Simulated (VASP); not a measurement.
GaN: Born charges and dielectric tensor with LDA

**What was measured.**

“Studying electronic properties in GaN without electrical contacts using γ-γ vs e−-γ Perturbed Angular Correlations”, 2019, pmc:6823545 quotes, for a bulk crystal of GaN: band gap 3.503 ± 0.005 eV (direct).

Crystal: GaN.

```
Ga N
1.0
     3.18067    0.00000    0.00000
    -1.59033    2.75454    0.00000
     0.00000    0.00000    5.18150
Ga N
2 2
Cartesian
  1.5904 0.9182 2.5864
  0.0000 1.8364 5.1771
  1.5904 0.9182 4.5382
  0.0000 1.8364 1.9474
```

The cell is a database's computed one.

```
Program                : VASP 6.6.1
Task                   : Born charges and dielectric tensor
Functional             : LDA
Potentials or basis    : VASP PAW LDA potentials, release 64 (Ga_d, N)
Cutoff                 : 600 eV
k mesh                 : 12 × 12 × 6
Occupations            : gaussian, width 0.02 eV
Spin                   : no spin polarisation
Further INCAR settings : ALGO = Normal; EDIFF = 1e-08; IBRION = 8; NSW = 1
```

```
Band gap on the k mesh                                  : 1.97 eV, direct
Electronic dielectric tensor (diagonal)                 : 5.71, 5.71, 5.90
Born charges (mean of the diagonal)                     : Ga +2.64; N -2.64 e
Highest phonon frequency at Γ, LO-TO splitting left out : 678 cm⁻¹
```

Levels at points of the mesh, in eV from the valence-band top:
| k point | band 14 | band 15 | band 16 | band 17 | band 18 | band 19 | band 20 | band 21 | band 22 |
| --- | --- | --- | --- | --- | --- | --- | --- | --- | --- |
| (0.00, 0.00, 0.00) | -1.05 | -1.05 | -0.04 | 0.00 | 0.00 | 1.97 | 4.20 | 9.07 | 9.75 |
| (0.50, 0.00, 0.00) | -5.36 | -4.28 | -2.79 | -2.26 | -1.02 | 4.92 | 5.52 | 5.92 | 8.50 |
| (0.50, 0.50, 0.00) | -5.36 | -4.28 | -2.79 | -2.26 | -1.02 | 4.92 | 5.52 | 5.92 | 8.50 |
| (0.00, 0.00, 0.50) | -3.86 | -0.54 | -0.54 | -0.54 | -0.54 | 4.23 | 4.23 | 8.33 | 8.33 |
| (0.50, 0.00, 0.50) | -6.71 | -1.98 | -1.98 | -1.92 | -1.92 | 4.31 | 4.31 | 7.65 | 7.65 |
| (0.50, 0.50, 0.50) | -6.71 | -1.98 | -1.98 | -1.92 | -1.92 | 4.31 | 4.31 | 7.65 | 7.65 |

Phonon frequencies in cm⁻¹ (negative: imaginary):
```
              q point                                frequencies
(0.000, 0.000, 0.000)  0 0 0 141 141 329 520 544 544 551 551 678
```

Electronic dielectric tensor:
```
5.71 0.00 0.00
0.00 5.71 0.00
0.00 0.00 5.90
```

Born effective charge tensors (e):
atom 1, Ga
```
2.59 0.00 0.00
0.00 2.59 0.00
0.00 0.00 2.73
```
atom 2, Ga
```
2.59 0.00 0.00
0.00 2.59 0.00
0.00 0.00 2.73
```
atom 3, N
```
-2.59  0.00  0.00
 0.00 -2.59  0.00
 0.00  0.00 -2.73
```
atom 4, N
```
-2.59  0.00  0.00
 0.00 -2.59  0.00
 0.00  0.00 -2.73
```

Wall time 65 min on 1 thread of Intel(R) Xeon(R) Platinum 8488C (Sapphire Rapids), with other jobs on the host, peak memory 1.2 GiB.

Against the measured gap of GaN, 3.503 eV (direct; quoted in “Studying electronic properties in GaN without electrical contacts using γ-γ vs e−-γ Perturbed Angular Correlations”, 2019, pmc:6823545), the calculated 1.97 eV is off by -1.53 eV. Spin-orbit coupling on Ga is left out. The value is that of LDA, without temperature or zero-point motion. Semilocal functionals fall short of measured gaps as a rule. The cell is a database's relaxed one, not the measured one, which moves gaps too.
